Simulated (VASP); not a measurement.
Output of a VASP run:

OSZICAR:
```
       N       E                     dE             d eps       ncg     rms          rms(c)
DAV:   1     0.314711442666E+02    0.31471E+02   -0.45119E+03  1904   0.824E+02
DAV:   2    -0.515904534520E+01   -0.36630E+02   -0.35309E+02  1985   0.171E+02
DAV:   3    -0.547400853990E+01   -0.31496E+00   -0.31333E+00  2149   0.183E+01
DAV:   4    -0.547557292266E+01   -0.15644E-02   -0.15643E-02  2217   0.123E+00
DAV:   5    -0.547558975376E+01   -0.16831E-04   -0.16832E-04  2156   0.111E-01    0.660E+00
DAV:   6    -0.521380736067E+01    0.26178E+00   -0.13148E+00  1907   0.107E+01    0.325E+00
DAV:   7    -0.520663935795E+01    0.71680E-02   -0.24656E-03  1980   0.556E-01    0.181E+00
DAV:   8    -0.520342960669E+01    0.32098E-02   -0.94531E-04  1974   0.242E-01    0.231E-02
DAV:   9    -0.520343760450E+01   -0.79978E-05   -0.83262E-06  2436   0.293E-02    0.102E-02
DAV:  10    -0.520344007089E+01   -0.24664E-05   -0.10997E-06  2038   0.119E-02    0.141E-03
DAV:  11    -0.520344000850E+01    0.62392E-07   -0.22940E-08  1001   0.136E-03
   1 F= -.52034400E+01 E0= -.52028492E+01  d E =-.177250E-02
```

OUTCAR:
```
------------------------ aborting loop because EDIFF is reached ----------------------------------------
  FORCE on cell =-STRESS in cart. coord.  units (eV):
  Direction    XX          YY          ZZ          XY          YZ          ZX
  --------------------------------------------------------------------------------------
  Total       -0.3440391     -0.3440391     -0.3440391      0.0000000      0.0000000      0.0000000
  in kB      -35.2962894    -35.2962894    -35.2962894      0.0000000      0.0000000      0.0000000
  external PRESSURE =     -35.2962894 kB  Pullay stress =       0.0000000 kB
  volume of cell :       15.62
      direct lattice vectors                 reciprocal lattice vectors
     0.000000000  1.983900000  1.983900000    -0.252028832  0.252028832  0.252028832
     1.983900000  0.000000000  1.983900000     0.252028832 -0.252028832  0.252028832
     1.983900000  1.983900000  0.000000000     0.252028832  0.252028832 -0.252028832
 POSITION                                       TOTAL-FORCE (eV/Angst)
 -----------------------------------------------------------------------------------
      0.00000      0.00000      0.00000        -0.000000     -0.000000     -0.000000
 -----------------------------------------------------------------------------------
    total drift:                               -0.000000     -0.000000      0.000000
  FREE ENERGIE OF THE ION-ELECTRON SYSTEM (eV)
  ---------------------------------------------------
  free  energy   TOTEN  =        -5.2034400085 eV

  energy  without entropy=       -5.2016675105  energy(sigma->0) =       -5.20284918
```
(Selected blocks of OUTCAR.)

### POSCAR
```
Pd
1
    0.0000000000     1.9839000000     1.9839000000
    1.9839000000     0.0000000000     1.9839000000
    1.9839000000     1.9839000000     0.0000000000
Pd
1
Direct
  0.0000000000   0.0000000000   0.0000000000
```

Task: Write an INCAR and KPOINTS that could have produced this output.

Result: Several could match; the one computed here: the input of the run itself, PBE GGA, plane waves, VASP's PBE PAW potentials (set 64).

### INCAR
```
SYSTEM = Pd
PREC = Normal
ENCUT = 400
EDIFF = 1E-6
NELM = 100
ALGO = Normal
LREAL = .FALSE.
LASPH = .TRUE.
ISMEAR = 1
SIGMA = 0.1
GGA = PE
LMAXMIX = 4
LWAVE = .FALSE.
LCHARG = .FALSE.
ISIF = 2
```

File KPOINTS:
```
Automatic
0
Gamma
 14 14 14
```

POTCAR, in this order: Pd (PBE.64 set). Program: vasp_std.

The compound is Pd in the fcc structure. The cell was not relaxed at this level. The run is one of a series of settings (PREC = Normal against the base run), some of them coarse on purpose.
